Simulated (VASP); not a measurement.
Level of theory: PBE GGA, VASP's PBE PAW potentials (set 64) (plane waves; VASP 6.6.1).

VASP ran on this input.

**INCAR**
```
SYSTEM = Pb
PREC = Accurate
ENCUT = 400
EDIFF = 1E-6
NELM = 100
ALGO = Normal
LREAL = .FALSE.
LASPH = .TRUE.
ISMEAR = 0
SIGMA = 0.05
GGA = PE
LMAXMIX = 4
LWAVE = .FALSE.
LCHARG = .FALSE.
ISIF = 2
NELECT = 13.9
```

**POSCAR**
```
Pb
1
    0.0000000000     2.5245000000     2.5245000000
    2.5245000000     0.0000000000     2.5245000000
    2.5245000000     2.5245000000     0.0000000000
Pb
1
Direct
  0.0000000000   0.0000000000   0.0000000000
```

### KPOINTS
```
Automatic mesh
0
Gamma
11 11 11
0 0 0
```

POTCAR, in this order: Pb_d (PBE.64 set). Program: vasp_std.

The cell is charged, with a uniform compensating background. Unless said otherwise, spin-orbit coupling is left out, though it shifts the bands of the heavy elements here.

### Question
What does the run give for the energy per atom (σ→0), pressure, band gap (on the k-mesh)?

### Answer

The energy per atom (σ→0) comes out as -4.222 eV/atom. The band gap (on the k-mesh) is none (metal, semimetal or under 0.01 eV) and the pressure is -5.76 GPa.

File OSZICAR:
```
...
DAV:   4    -0.423021050935E+01   -0.97184E-01   -0.97167E-01  1504   0.128E+01
DAV:   5    -0.423460873100E+01   -0.43982E-02   -0.43981E-02  1549   0.241E+00    0.507E-01
DAV:   6    -0.422285668014E+01    0.11752E-01   -0.24995E-02  1460   0.272E+00    0.237E-01
DAV:   7    -0.422219878173E+01    0.65790E-03   -0.43591E-03  1462   0.107E+00    0.105E-01
DAV:   8    -0.422235247234E+01   -0.15369E-03   -0.46790E-04  1397   0.239E-01    0.207E-02
DAV:   9    -0.422233518504E+01    0.17287E-04   -0.49467E-05  1388   0.112E-01    0.648E-03
DAV:  10    -0.422233516089E+01    0.24149E-07   -0.22214E-06  1361   0.145E-02
   1 F= -.42223352E+01 E0= -.42218903E+01  d E =-.889645E-03
```

The compound is Pb in the fcc structure. The cell was not relaxed at this level. The run is one of a series of settings (ISMEAR = 0, NELECT = 13.9, SIGMA = 0.05 against the base run), some of them coarse on purpose.
